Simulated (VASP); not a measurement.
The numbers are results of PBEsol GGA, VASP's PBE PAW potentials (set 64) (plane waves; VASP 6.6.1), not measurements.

The input files of a VASP run:

File POSCAR:
```
Sb
1
    3.8948953251    -2.1661333553    -0.0274532539
    3.8948953251     2.1661333553    -0.0274532539
    2.7153105751     0.0000000000     3.5341454337
Sb
2
Direct
  0.2355449361   0.2355449361   0.2355449361
  0.7644550639   0.7644550639   0.7644550639
```

### INCAR
```
SYSTEM = Sb
LCHARG = F
GGA = PS
NELM = 100   ! most electronic steps
ISMEAR = 0   ! Gaussian
EDIFFG = -0.02
IBRION = 2
ALGO = Normal
EDIFF = 1E-6
LWAVE = F
NSW = 40   ! most ionic steps
ENCUT = 500   ! plane-wave cut-off (eV)
LASPH = T   ! aspherical one-centre terms
SIGMA = 0.05   ! width (eV)
ISIF = 3   ! ions, shape and volume
PREC = Accurate
LREAL = F   ! projection in real space or not
LMAXMIX = 4
```

KPOINTS:
```
Regular mesh
0
G
 8 8 8
```

POTCAR, in this order: Sb (PBE.64 set). Program: vasp_std.

Output of the run:

**OSZICAR**
```
       N       E                     dE             d eps       ncg     rms          rms(c)
DAV:   1     0.354873417286E+02    0.35487E+02   -0.36073E+03  1170   0.849E+02
DAV:   2    -0.763232327629E+01   -0.43120E+02   -0.42078E+02  1631   0.121E+02
DAV:   3    -0.912467039108E+01   -0.14923E+01   -0.14750E+01  1377   0.279E+01
DAV:   4    -0.913696100586E+01   -0.12291E-01   -0.12289E-01  1470   0.297E+00
DAV:   5    -0.913705756848E+01   -0.96563E-04   -0.96560E-04  1360   0.269E-01    0.285E+00
DAV:   6    -0.912862234465E+01    0.84352E-02   -0.18018E-03  1350   0.323E-01    0.171E+00
DAV:   7    -0.912326260173E+01    0.53597E-02   -0.47932E-03  1216   0.512E-01    0.593E-02
DAV:   8    -0.912330191869E+01   -0.39317E-04   -0.83619E-05  1417   0.797E-02    0.131E-02
DAV:   9    -0.912330694997E+01   -0.50313E-05   -0.65356E-06  1272   0.203E-02    0.290E-03
DAV:  10    -0.912330688165E+01    0.68324E-07   -0.62132E-07   678   0.551E-03
   1 F= -.91233069E+01 E0= -.91230476E+01  d E =-.912331E+01
       N       E                     dE             d eps       ncg     rms          rms(c)
DAV:   1    -0.912355297085E+01   -0.24602E-03   -0.58096E-03  1236   0.409E-01    0.636E-02
DAV:   2    -0.912342046244E+01    0.13251E-03   -0.12128E-04  1212   0.784E-02    0.362E-02
DAV:   3    -0.912335595797E+01    0.64504E-04   -0.14956E-04  1192   0.633E-02    0.107E-02
DAV:   4    -0.912335576000E+01    0.19797E-06   -0.13735E-06   985   0.108E-02
   2 F= -.91233558E+01 E0= -.91230956E+01  d E =-.488784E-04
```

### OUTCAR
```
------------------------ aborting loop because EDIFF is reached ----------------------------------------
  FORCE on cell =-STRESS in cart. coord.  units (eV):
  Direction    XX          YY          ZZ          XY          YZ          ZX
  --------------------------------------------------------------------------------------
  Total        0.0196949      0.0346471      0.0330070      0.0000000      0.0000000     -0.0049521
  in kB        0.5282792      0.9293435      0.8853508      0.0000000      0.0000000     -0.1328308
  external PRESSURE =       0.7809912 kB  Pullay stress =       0.0000000 kB
  volume of cell :       59.73
      direct lattice vectors                 reciprocal lattice vectors
     3.889594320 -2.163541080 -0.027632320     0.127850402 -0.231102614 -0.098211148
     3.889594320  2.163541080 -0.027632320     0.127850402  0.231102614 -0.098211148
     2.711421215  0.000000000  3.529704096     0.002001756  0.000000000  0.281772174
 POSITION                                       TOTAL-FORCE (eV/Angst)
 -----------------------------------------------------------------------------------
      2.47101      0.00000      0.81839         0.017236      0.000000      0.005708
      8.01960      0.00000      2.65605        -0.017236      0.000000     -0.005708
 -----------------------------------------------------------------------------------
    total drift:                               -0.000000      0.000000      0.000000
  FREE ENERGIE OF THE ION-ELECTRON SYSTEM (eV)
  ---------------------------------------------------
  free  energy   TOTEN  =        -9.1233557600 eV

  energy  without entropy=       -9.1228354035  energy(sigma->0) =       -9.12309558

 reached required accuracy - stopping structural energy minimisation
```
(Selected blocks of OUTCAR.)

### CONTCAR
```
Sb
   1.00000000000000
     3.8895943203701964   -2.1635410795973167   -0.0276323201977945
     3.8895943203701964    2.1635410795973167   -0.0276323201977945
     2.7114212151952914    0.0000000000000000    3.5297040960445840
  Sb
     2
Direct
     0.2355450655822651    0.2355450655822651    0.2355450655822651
     0.7644549344177348    0.7644549344177348    0.7644549344177348
```

The compound is Sb in the a7 structure. This run relaxes it. Symmetry was kept, so distortions that lower it aren't found.
